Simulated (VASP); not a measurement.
These are LDA (Ceperley-Alder, Perdew-Zunger), VASP's LDA PAW potentials (set 64) (plane waves; VASP) values and carry that method's errors.

VASP input:

POSCAR:
```
Tl
3.3398980
 -0.5773502664   0.5773502664   0.5773502664
  0.5773502664  -0.5773502664   0.5773502664
  0.5773502664   0.5773502664  -0.5773502664
Tl
1
Cartesian
  0.0000000000   0.0000000000   0.0000000000
```

**INCAR**
```
! general
SYSTEM  = Tl
PREC    = Accurate
ENCUT   = 300
LREAL   = .FALSE.
LASPH   = .TRUE.   ! aspherical one-centre terms

! electronic loop
EDIFF   = 1E-6
NELM    = 100   ! most electronic steps
ALGO    = Normal   ! blocked Davidson
LMAXMIX = 4   ! l cut-off of mixed one-centre charges

! smearing
ISMEAR  = -1   ! Fermi-Dirac
SIGMA   = 0.1   ! width (eV)

! ions
ISIF    = 2

! output
LWAVE   = .FALSE.
LCHARG  = .FALSE.
```

**KPOINTS**
```
Regular mesh
0
Gamma
10 10 10
0 0 0
```

POTCAR, in this order: Tl_d (LDA.64 set). Program: vasp_std.

Output of the run:

**OUTCAR**
```
 ion  position               nearest neighbor table
   1  0.000  0.000  0.000-
  LATTYP: Found a body centered cubic cell.
 ALAT       =     3.8565820000
 Subroutine PRICEL returns:
 Original cell was already a primitive cell.
 Subroutine GETGRP returns: Found 48 space group operations
The static configuration has the point symmetry O_h .
The dynamic configuration has the point symmetry O_h .
 Subroutine INISYM returns: Found 48 space group operations
 Subroutine IBZKPT returns following result:
 Found     47 irreducible k-points:

 Following reciprocal coordinates:
            Coordinates               Weight
  0.000000  0.000000  0.000000      1.000000
  0.100000  0.000000  0.000000     12.000000
  0.200000  0.000000  0.000000     12.000000
  0.300000  0.000000  0.000000     12.000000
  0.400000  0.000000  0.000000     12.000000
  0.500000  0.000000  0.000000      6.000000
  0.100000  0.100000  0.000000     24.000000
  0.200000  0.100000  0.000000     48.000000
  0.300000  0.100000  0.000000     48.000000
  0.400000  0.100000 -0.000000     48.000000
...
```

File OSZICAR:
```
       N       E                     dE             d eps       ncg     rms          rms(c)
DAV:   1     0.250175341047E+02    0.25018E+02   -0.52371E+03  1132   0.716E+02
DAV:   2    -0.276325273685E+01   -0.27781E+02   -0.27380E+02   988   0.155E+02
DAV:   3    -0.297167975452E+01   -0.20843E+00   -0.20800E+00  1042   0.133E+01
DAV:   4    -0.297261793042E+01   -0.93818E-03   -0.93812E-03  1064   0.101E+00
DAV:   5    -0.297262763092E+01   -0.97005E-05   -0.97005E-05  1060   0.978E-02    0.230E+00
DAV:   6    -0.294648744698E+01    0.26140E-01   -0.47734E-02   998   0.221E+00    0.161E+00
DAV:   7    -0.294120485771E+01    0.52826E-02   -0.15132E-02  1000   0.120E+00    0.631E-01
DAV:   8    -0.294074667647E+01    0.45818E-03   -0.50194E-04  1030   0.258E-01    0.242E-02
DAV:   9    -0.294074748411E+01   -0.80763E-06   -0.15301E-06   838   0.152E-02
   1 F= -.29407475E+01 E0= -.29352663E+01  d E =-.109625E-01
```

OUTCAR:
```
------------------------ aborting loop because EDIFF is reached ----------------------------------------
  FORCE on cell =-STRESS in cart. coord.  units (eV):
  Direction    XX          YY          ZZ          XY          YZ          ZX
  --------------------------------------------------------------------------------------
  Total       -0.4300369     -0.4300369     -0.4300369      0.0000000      0.0000000     -0.0000000
  in kB      -24.0236254    -24.0236254    -24.0236254      0.0000000      0.0000000     -0.0000000
  external PRESSURE =     -24.0236254 kB  Pullay stress =       0.0000000 kB
  volume of cell :       28.68
      direct lattice vectors                 reciprocal lattice vectors
    -1.928291000  1.928291000  1.928291000     0.000000000  0.259296963  0.259296963
     1.928291000 -1.928291000  1.928291000     0.259296963  0.000000000  0.259296963
     1.928291000  1.928291000 -1.928291000     0.259296963  0.259296963  0.000000000
 POSITION                                       TOTAL-FORCE (eV/Angst)
 -----------------------------------------------------------------------------------
      0.00000      0.00000      0.00000         0.000000     -0.000000     -0.000000
 -----------------------------------------------------------------------------------
    total drift:                                0.000000     -0.000000      0.000000
  FREE ENERGIE OF THE ION-ELECTRON SYSTEM (eV)
  ---------------------------------------------------
  free  energy   TOTEN  =        -2.9407474841 eV

  energy  without entropy=       -2.9297850198  energy(sigma->0) =       -2.93526625
```
(Selected blocks of OUTCAR.)

At this cut-off the stress carries a Pulay error, which pulls relaxed volumes low.

The structure was generated: Tl was put into an ordered model structure, which need not be its known phase. The cell was not relaxed at this level.
